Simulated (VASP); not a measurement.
Method: G0W0 on PBE orbitals, VASP's PBE PAW potentials (set 64) (plane waves; VASP).

The input files of a VASP run:

### INCAR
```
SYSTEM  =  GaAs
PREC  =  Normal; ENCUT  =  500; LREAL  =  .FALSE.
LASPH  =  .TRUE.; NBANDS  =  88
ALGO  =  EVGW0
ISMEAR  =  0; SIGMA  =  0.01
GGA  =  PE
LWAVE  =  .FALSE.; LCHARG  =  .FALSE.
NELMGW  =  1; NOMEGA  =  64; ENCUTGW  =  170
NBANDSGW  =  17; LSPECTRALGW  =  .TRUE.
```

KPOINTS:
```
Automatic mesh
0
Gamma
4 4 4
0 0 0
```

POSCAR:
```
GaAs
1
    0.0000000000     2.8750900000     2.8750900000
    2.8750900000     0.0000000000     2.8750900000
    2.8750900000     2.8750900000     0.0000000000
Ga As
1 1
Direct
  0.0000000000   0.0000000000   0.0000000000
  0.2500000000   0.2500000000   0.2500000000
```

POTCAR, in this order: Ga_d_GW As_GW (PBE.64 set). Program: vasp_std. Read from the step before: WAVECAR, WAVEDER.

What VASP printed:

OUTCAR:
```
 ion  position               nearest neighbor table
   1  0.000  0.000  0.000-   2 2.49   2 2.49   2 2.49   2 2.49
   2  0.250  0.250  0.250-   1 2.49   1 2.49   1 2.49   1 2.49
  LATTYP: Found a face centered cubic cell.
 ALAT       =     5.7501800000
 Subroutine PRICEL returns:
 Original cell was already a primitive cell.
 Subroutine GETGRP returns: Found 24 space group operations
The static configuration has the point symmetry T_d .
The dynamic configuration has the point symmetry T_d .
 Subroutine INISYM returns: Found 24 space group operations
 Subroutine IBZKPT returns following result:
 Found      8 irreducible k-points:

 Following reciprocal coordinates:
            Coordinates               Weight
  0.000000  0.000000  0.000000      1.000000
  0.250000  0.000000  0.000000      8.000000
  0.500000  0.000000  0.000000      4.000000
  0.250000  0.250000  0.000000      6.000000
  0.500000  0.250000  0.000000     24.000000
 -0.250000  0.250000  0.000000     12.000000
  0.500000  0.500000  0.000000      3.000000
 -0.250000  0.500000  0.250000      6.000000
 Subroutine IBZKPT_HF returns following result:
   k-points           NKPTS =      8   k-points in BZ     NKDIM =     64   number of bands    NBANDS=     88
   number of dos      NEDOS =    301   number of ions     NIONS =      2
   total plane-waves  NPLWV =  13824
   dimension x,y,z NGX =    24 NGY =   24 NGZ =   24
   dimension x,y,z NGXF=    48 NGYF=   48 NGZF=   48
   ions per type =               1   1
   PREC   = normal    normal or accurate (medium, high low for compatibility)
   ISTART =      1    job   : 0-new  1-cont  2-samecut
   ICHARG =      0    charge: 1-file 2-atom 10-const
   ISPIN  =      1    spin polarized calculation?
   LNONCOLLINEAR =      F non collinear calculations
   LSORBIT =      F    spin-orbit coupling
   INIWAV =      1    electr: 0-lowe 1-rand  2-diag
   ENCUT  =  500.0 eV  36.75 Ry    6.06 a.u.   7.41  7.41  7.41*2*pi/ulx,y,z
   NELM   =     60;   NELMIN=  2; NELMDL=  0     # of ELM steps
...
```

**OSZICAR**
```
energies w=
    0.000    0.000    0.234    0.000    0.466    0.000    0.698    0.000
    0.929    0.000    1.157    0.000    1.383    0.000    1.606    0.000
    1.826    0.000    2.043    0.000    2.258    0.000    2.469    0.000
    2.677    0.000    2.883    0.000    3.085    0.000    3.286    0.000
    3.484    0.000    3.681    0.000    3.876    0.000    4.071    0.000
    4.265    0.000    4.458    0.000    4.652    0.000    4.847    0.000
    5.043    0.000    5.241    0.000    5.442    0.000    5.645    0.000
    5.852    0.000    6.064    0.000    6.281    0.000    6.504    0.000
    6.734    0.000    6.972    0.000    7.219    0.000    7.478    0.000
    7.749    0.000    8.033    0.000    8.334    0.000    8.652    0.000
    8.993    0.000    9.358    0.000    9.750    0.000   10.175    0.000
   10.638    0.000   11.145    0.000   11.706    0.000   12.329    0.000
   13.028    0.000   13.817    0.000   14.720    0.000   15.760    0.000
   16.976    0.000   18.416    0.000   20.149    0.000   22.276    0.000
   24.947    0.000   28.401    0.000   33.033    0.000   39.564    0.000
   49.442    0.000   66.087    0.000   99.972    0.000  206.166    0.000
NQ=   1    0.0000    0.0000    0.0000,
 performed        114000 updates of chi_q(r,r)
NQ=   2    0.2500    0.0000    0.0000,
 performed        312000 updates of chi_q(r,r)
NQ=   3    0.5000    0.0000    0.0000,
 performed        486000 updates of chi_q(r,r)
NQ=   4    0.2500    0.2500    0.0000,
 performed        684000 updates of chi_q(r,r)
NQ=   5    0.5000    0.2500    0.0000,
 performed        948000 updates of chi_q(r,r)
NQ=   6   -0.2500    0.2500    0.0000,
 performed       1188000 updates of chi_q(r,r)
NQ=   7    0.5000    0.5000    0.0000,
 performed       1344000 updates of chi_q(r,r)
NQ=   8   -0.2500    0.5000    0.2500,
 performed       1536000 updates of chi_q(r,r)
 resolving degeneracies of screened two electron integrals
```

**OUTCAR**
```


 k-point   1 :       0.0000    0.0000    0.0000
  band No.  KS-energies  QP-energies   sigma(KS)   V_xc(KS)     V^pw_x(r,r')   Z            occupation Imag(sigma)

      1     -11.3442     -13.5731     -25.0408     -21.7282     -35.0977       0.6729       2.0000       0.2198
      2     -11.3442     -13.5731     -25.0408     -21.7282     -35.0977       0.6729       2.0000       0.2198
      3     -11.3442     -13.5731     -25.0408     -21.7282     -35.0977       0.6729       2.0000       0.2198
      4     -11.2783     -13.5319     -25.1561     -21.8153     -35.1827       0.6746       2.0000       0.1902
      5     -11.2783     -13.5319     -25.1561     -21.8153     -35.1827       0.6746       2.0000       0.1902
      6      -8.9380      -9.1478     -11.4056     -11.0697     -17.9337       0.6245       2.0000       0.9045
      7       3.4370       3.1097     -12.1181     -11.6918     -13.4838       0.7678       2.0000       0.0471
      8       3.4370       3.1097     -12.1181     -11.6918     -13.4838       0.7678       2.0000       0.0471
      9       3.4370       3.1097     -12.1181     -11.6918     -13.4838       0.7678       2.0000       0.0471
     10       3.5604       4.0679     -10.7739     -11.4272      -7.2538       0.7769       0.0000      -0.0512
     11       7.1171       7.2156      -9.7243      -9.8525      -5.4365       0.7675       0.0000      -0.0910
     12       7.1171       7.2156      -9.7243      -9.8525      -5.4365       0.7675       0.0000      -0.0910
     13       7.1171       7.2156      -9.7243      -9.8525      -5.4365       0.7675       0.0000      -0.0910
     14      10.8651      10.7567      -7.7469      -7.6094      -2.5198       0.7877       0.0000      -0.2557
     15      13.3868      13.3652      -9.6353      -9.6067      -4.3527       0.7542       0.0000      -0.3036
     16      13.3868      13.3652      -9.6353      -9.6067      -4.3527       0.7542       0.0000      -0.3036
     17      14.8338      14.6306      -7.7772      -7.5090      -2.1352       0.7576       0.0000      -0.4125

 k-point   2 :       0.2500    0.0000    0.0000
  band No.  KS-energies  QP-energies   sigma(KS)   V_xc(KS)     V^pw_x(r,r')   Z            occupation Imag(sigma)

      1     -11.3770     -13.5662     -24.8130     -21.5558     -34.8376       0.6721       2.0000       0.2314
      2     -11.3347     -13.5673     -25.0635     -21.7474     -35.1224       0.6733       2.0000       0.2187
      3     -11.3347     -13.5673     -25.0635     -21.7474     -35.1224       0.6733       2.0000       0.2187
      4     -11.2777     -13.5329     -25.1554     -21.8162     -35.1852       0.6754       2.0000       0.1904
      5     -11.2777     -13.5329     -25.1554     -21.8162     -35.1852       0.6754       2.0000       0.1904
      6      -8.2968      -8.5418     -11.7726     -11.3972     -18.0922       0.6527       2.0000       0.8775
      7      -0.6238      -0.9234     -11.4132     -11.0052     -13.8908       0.7342       2.0000       0.1477
      8       2.8015       2.4464     -11.8392     -11.3743     -13.3229       0.7639       2.0000       0.0530
      9       2.8015       2.4464     -11.8392     -11.3743     -13.3229       0.7639       2.0000       0.0530
     10       4.6996       4.9726     -10.0808     -10.4326      -6.3580       0.7760       0.0000      -0.0603
     11       7.9465       8.0514      -9.8063      -9.9441      -5.3163       0.7612       0.0000      -0.1116
     12       7.9465       8.0514      -9.8063      -9.9441      -5.3163       0.7612       0.0000      -0.1116
     13       9.1390       9.2982     -10.0561     -10.2663      -5.3255       0.7571       0.0000      -0.1608
     14      12.2852      12.0663      -7.6102      -7.3221      -2.2364       0.7596       0.0000      -0.2933
     15      12.3507      12.2461      -9.0005      -8.8633      -3.8455       0.7616       0.0000      -0.2751
     16      12.3507      12.2461      -9.0005      -8.8633      -3.8455       0.7616       0.0000      -0.2751
     17      15.0665      14.9896      -8.5055      -8.4041      -2.7011       0.7588       0.0000      -0.4925

 k-point   3 :       0.5000    0.0000    0.0000
  band No.  KS-energies  QP-energies   sigma(KS)   V_xc(KS)     V^pw_x(r,r')   Z            occupation Imag(sigma)

      1     -11.4059     -13.5640     -24.6512     -21.4329     -34.6540       0.6706       2.0000       0.2396
      2     -11.3278     -13.5638     -25.0767     -21.7574     -35.1334       0.6736       2.0000       0.2168
      3     -11.3278     -13.5638     -25.0767     -21.7574     -35.1334       0.6736       2.0000       0.2168
      4     -11.2744     -13.5300     -25.1648     -21.8265     -35.2017       0.6757       2.0000       0.1919
      5     -11.2744     -13.5300     -25.1648     -21.8265     -35.2017       0.6757       2.0000       0.1919
      6      -7.3207      -7.5748     -12.3530     -11.9752     -18.3380       0.6727       2.0000       0.7767
      7      -2.9577      -3.3349     -10.8608     -10.3263     -14.5117       0.7056       2.0000       0.3294
      8       2.3627       1.9839     -11.7440     -11.2451     -13.3950       0.7591       2.0000       0.0596
      9       2.3627       1.9839     -11.7440     -11.2451     -13.3950       0.7591       2.0000       0.0596
     10       4.2759       4.5159      -9.9282     -10.2363      -6.2868       0.7790       0.0000      -0.0570
     11       8.0203       8.0675      -9.4447      -9.5064      -4.9530       0.7656       0.0000      -0.1136
     12       8.0203       8.0675      -9.4447      -9.5064      -4.9530       0.7656       0.0000      -0.1136
     13      11.1192      10.8796      -7.8830      -7.5696      -2.6202       0.7646       0.0000      -0.2535
     14      13.4655      13.5367      -9.3605      -9.4556      -3.5925       0.7487       0.0000      -0.4312
     15      15.0270      15.0387      -9.3981      -9.4139      -3.4611       0.7478       0.0000      -0.5201
     16      15.0270      15.0387      -9.3981      -9.4139      -3.4611       0.7478       0.0000      -0.5201
     17      15.4184      15.6291      -9.8017     -10.0845      -3.6729       0.7451       0.0000      -0.6125

 k-point   4 :       0.2500    0.2500    0.0000
  band No.  KS-energies  QP-energies   sigma(KS)   V_xc(KS)     V^pw_x(r,r')   Z            occupation Imag(sigma)

      1     -11.3943     -13.5737     -24.7590     -21.5148     -34.7799       0.6718       2.0000       0.2346
      2     -11.3239     -13.5623     -25.0920     -21.7718     -35.1549       0.6742       2.0000       0.2173
      3     -11.3239     -13.5623     -25.0920     -21.7718     -35.1549       0.6742       2.0000       0.2173
      4     -11.2872     -13.5306     -25.1224     -21.7866     -35.1445       0.6725       2.0000       0.1914
      5     -11.2725     -13.5294     -25.1660     -21.8269     -35.1996       0.6759       2.0000       0.1905
      6      -8.0764      -8.3189     -11.8370     -11.4646     -18.0781       0.6514       2.0000       0.8638
      7      -0.6382      -0.8812     -11.7487     -11.4205     -14.2055       0.7407       2.0000       0.1450
      8       1.8535       1.4548     -11.4276     -10.8999     -13.1545       0.7555       2.0000       0.0680
      9       1.8535       1.4548     -11.4276     -10.8999     -13.1545       0.7555       2.0000       0.0680
     10       5.4187       5.4591      -9.2765      -9.3284      -5.3942       0.7777       0.0000      -0.0675
     11       6.5441       6.7080      -9.8603     -10.0732      -5.7509       0.7695       0.0000      -0.0843
     12       9.8354       9.9910     -10.3283     -10.5384      -5.3401       0.7406       0.0000      -0.1831
     13       9.8354       9.9910     -10.3283     -10.5384      -5.3401       0.7406       0.0000      -0.1831
     14      10.6904      10.6704      -9.0725      -9.0465      -4.1969       0.7707       0.0000      -0.2067
     15      14.3625      14.3454      -9.5835      -9.5611      -4.0768       0.7636       0.0000      -0.3984
     16      14.5369      14.5069      -8.6419      -8.6025      -2.8089       0.7604       0.0000      -0.4771
     17      16.9038      16.6630      -8.0688      -7.7537      -2.1494       0.7641       0.0000      -0.6164

 k-point   5 :       0.5000    0.2500    0.0000
  band No.  KS-energies  QP-energies   sigma(KS)   V_xc(KS)     V^pw_x(r,r')   Z            occupation Imag(sigma)

      1     -11.4170     -13.5715     -24.6369     -21.4252     -34.6442       0.6708       2.0000       0.2422
      2     -11.3188     -13.5607     -25.0975     -21.7751     -35.1566       0.6748       2.0000       0.2138
      3     -11.3145     -13.5605     -25.1141     -21.7907     -35.1789       0.6758       2.0000       0.2161
      4     -11.2866     -13.5343     -25.1270     -21.7917     -35.1542       0.6739       2.0000       0.1920
      5     -11.2719     -13.5311     -25.1673     -21.8294     -35.2044       0.6768       2.0000       0.1910
      6      -7.0486      -7.2886     -12.3725     -12.0186     -18.2617       0.6782       2.0000       0.7563
      7      -2.6631      -2.9989     -11.3110     -10.8405     -14.8152       0.7137       2.0000       0.2839
      8       0.3876      -0.0428     -10.8044     -10.2236     -12.8897       0.7411       2.0000       0.1081
      9       1.5218       1.1075     -11.3835     -10.8314     -13.2582       0.7504       2.0000       0.0749
     10       5.6055       5.6573      -9.3440      -9.4106      -5.4383       0.7773       0.0000      -0.0694
     11       7.9606       8.1531      -9.9385     -10.1925      -5.3798       0.7578       0.0000      -0.1256
     12       9.5301       9.5146      -9.3454      -9.3251      -4.5900       0.7626       0.0000      -0.1617
     13      10.2096      10.3138      -9.9178     -10.0574      -4.8206       0.7471       0.0000      -0.2086
     14      13.4858      13.5081      -9.6957      -9.7257      -3.8696       0.7425       0.0000      -0.4377
     15      15.1787      15.1602      -9.5508      -9.5264      -3.6726       0.7564       0.0000      -0.5283
     16      15.6167      15.7155      -9.4670      -9.5986      -3.3816       0.7506       0.0000      -0.6156
     17      16.1769      16.0900      -8.7232      -8.6077      -2.8456       0.7521       0.0000      -0.5513

 k-point   6 :      -0.2500    0.2500    0.0000
  band No.  KS-energies  QP-energies   sigma(KS)   V_xc(KS)     V^pw_x(r,r')   Z            occupation Imag(sigma)

...
```
(Selected blocks of OUTCAR.)

The mesh is coarse and the basis finite, so the quasiparticle values are not converged. VASP warned that its frequency grid is unfit for quasiparticle energies.

The structure comes from a computed database's GaAs entry (F-43m); how it stands against other phases isn't given here. The cell was not relaxed at this level. The k-mesh is coarse (spacing up to 0.47 per Å, 2π included), so the numbers may not be converged in it.
